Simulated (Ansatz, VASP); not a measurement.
**HfMoC2 in VASP and in Ansatz**

Contents of INCAR:

```
PREC = Accurate
ENCUT = 520
EDIFF = 1E-7
ISMEAR = -1
SIGMA = 0.05
LREAL = False
LASPH = True
NELM = 60
ALGO = Normal
ISIF = 2
LWAVE = False
LCHARG = True
GGA = PE
LELF = True
LVHAR = True
NBANDS = 24
```

KPOINTS

```
regular mesh
0
Gamma
  8 8 6
```

File POSCAR:

```
HfMoC2
1.0
    3.1914230000      0.0000000000      0.0000000000
    0.0000000000      3.1914230000      0.0000000000
    0.0000000000      0.0000000000      4.4851640000
Hf Mo C
1 1 2
Direct
   -0.0087240000      0.0011950000     -0.0093970000
    0.5070810000      0.4984390000      0.5054810000
    0.4902260000      0.4772470000      0.0101300000
    0.0113420000     -0.0063310000      0.4960390000
```

File input.yaml:

```yaml
crystal:
  lattice:
    - [3.191423, 0.0, 0.0]
    - [0.0, 3.191423, 0.0]
    - [0.0, 0.0, 4.485164]
  atoms:
    - { symbol: Hf, position: [-0.008724, 0.001195, -0.009397] }
    - { symbol: Mo, position: [0.507081, 0.498439, 0.505481] }
    - { symbol: C, position: [0.490226, 0.477247, 0.01013] }
    - { symbol: C, position: [0.011342, -0.006331, 0.496039] }
hamiltonian:
  xc: pbe
  pseudopotentials: { kind: paw }
kpoints:
  mp_grid: { grid: [8, 8, 6] }
scf:
  occupations: { method: fermi_dirac, width: 0.05 }
output:
  forces: true
  stress: true
  eigenvalues: true
  write_density: true
  write_potential: true
  elf: true
  volumetric_format: npy
```

Change from the starting cell: atoms moved at random, drawn with an rms of 0.05 Å.

Alike in both runs: task single point; functional PBE; k mesh 8 × 8 × 6; occupations fermi-dirac, width 0.05 eV; no spin polarisation.

|  | VASP | Ansatz |
| --- | --- | --- |
| version | VASP 6.6.1 | Ansatz 0.2.0 |
| potentials or method | VASP PAW PBE potentials, release 64 (Hf_pv, Mo_sv, C) | Ansatz PAW |
| plane-wave cutoff (eV) | 520 | 420 |
| valence electrons in the cell | 32 | 48 |

```tsv
	VASP	Ansatz	Ansatz less VASP
gap on the k mesh at the Fermi level (eV)	none	none	-
pressure (GPa)	-0.7	-0.6	+0.09
largest component of the traceless stress (GPa)	2.63	2.66	+0.038
rms of the force components (eV/Å)	0.538	0.539	+0.0014
```

Atom by atom the forces differ by 0.003 eV/Å (rms over components). A gap of «none» marks a metal or a gap that the smearing closes. The functional is the same, so the differences come from potentials, cutoffs and numerics. The two sets of potentials don't hold the same shells in valence.

The runs have no spin-orbit coupling, so splittings on Hf are missing.
